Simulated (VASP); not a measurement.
```
CELL_PARAMETERS angstrom
      0.00000     2.24519     2.24519
      2.24519     0.00000     2.24519
      2.24519     2.24519     0.00000
ATOMIC_POSITIONS crystal
  Nb 0.00000 0.00000 0.00000
  C  0.50000 0.50000 0.50000
```

Level of theory: optB88-vdW, VASP's PBE PAW potentials (set 64) (plane waves; VASP 6.6.1). Run with 520 eV cut-off, Gaussian smearing of 0.050 eV, potentials Nb_sv C.

### Question
Predict the band gap (along the path) with the smallest direct gap where there is one.

### Answer

```json
{
 "band gap (along the path)": "none (metal, semimetal or under 0.01 eV)"
}
```

The absolute energy has meaning only against runs of the same code, potentials and settings.

The compound is NbC in the rock salt structure. It was relaxed first. The electron count is odd and the run is not spin-polarised, which forces a metal.
